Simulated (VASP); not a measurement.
Write the native input for VASP 6.6.1 that does the following.

```yaml
Task: relaxation of cell and atoms
Functional: PBE
Potentials_or_basis: VASP PAW PBE potentials, release 64 (Ga_d, Ge_d, O)
Cutoff: 520 eV
k_mesh: 3 × 3 × 3
Occupations: gaussian, width 0.15 eV
Spin: no spin polarisation
Further_INCAR_settings: PREC = Normal; ALGO = Fast; EDIFF = 0.0001; IBRION = 2; EDIFFG = -0.08; NSW = 24; ISIF = 3
```

The structure of Ga2Ge2O3 lies in POSCAR:

```
Ga2Ge2O3
1.0
    2.6000000000      1.5011107000      4.2000000000
   -2.6000000000      1.5011107000      4.2000000000
    0.0000000000     -3.0022214000      4.2000000000
Ga Ge O
2 2 3
Direct
    0.5000000000      0.5000000000      0.5000000000
    0.0000000000      0.0000000000      0.0000000000
    0.2500000000      0.2500000000      0.2500000000
    0.7500000000      0.7500000000      0.7500000000
    0.5000000000      0.5000000000      0.0000000000
    0.0000000000      0.5000000000      0.5000000000
    0.5000000000      0.0000000000      0.5000000000
```

The cell was built by a generator and needn't be a form met in nature.

The input as run:

INCAR

```
ALGO     = Fast           # electronic algorithm
EDIFF    = 1E-4           # SCF threshold, eV
EDIFFG   = -0.08          # ionic threshold
ENCUT    = 520            # plane-wave cutoff, eV
GGA      = PE             # functional
IBRION   = 2              # ionic algorithm
ISIF     = 3              # what is computed and relaxed
ISMEAR   = 0              # smearing method
LASPH    = T              # aspherical terms in the spheres
LCHARG   = F              # write CHGCAR
LREAL    = F              # projectors in reciprocal space
LWAVE    = F              # write WAVECAR
NELM     = 60             # most SCF steps
NSW      = 24             # ionic steps
PREC     = Normal         # precision mode
SIGMA    = 0.15           # smearing width, eV
```

KPOINTS

```
k-points
0
Gamma
  3 3 3
```

Potentials or basis: VASP PAW PBE potentials, release 64 (Ga_d, Ge_d, O).

Run with:

```sh
$ cat potpaw_PBE.64/Ga_d/POTCAR potpaw_PBE.64/Ge_d/POTCAR potpaw_PBE.64/O/POTCAR > POTCAR
$ mpirun -np 4 vasp_std > vasp.out
```

Results of the run:

```json
{"Relaxed volume": "17.44 Å³/atom", "Relaxed cell": "a = 5.481 Å, b = 5.481 Å, c = 5.481 Å, α = 62.18°, β = 62.18°, γ = 62.18°", "Space group after relaxing (to 0.05 Å)": "R-3m (No. 166)", "Energy gained by relaxing": "154.5 meV/atom", "Ionic steps": "11", "Pressure after relaxing": "-0.3 GPa", "Largest force after relaxing": "0.007 eV/Å", "Band gap on the k mesh": "1.71 eV, direct"}
```

Caveat: the k mesh is coarse (spacing up to 0.49 Å⁻¹), so the values aren't converged; the volume moved by over 15 % at a fixed basis, so the end points are rough; an odd mesh through Γ misses points on the zone boundary, where band edges often lie.

Wall time 30 s on 4 MPI ranks on Intel(R) Xeon(R) Platinum 8488C (Sapphire Rapids), on a shared host, peak memory 0.13 GiB a rank.
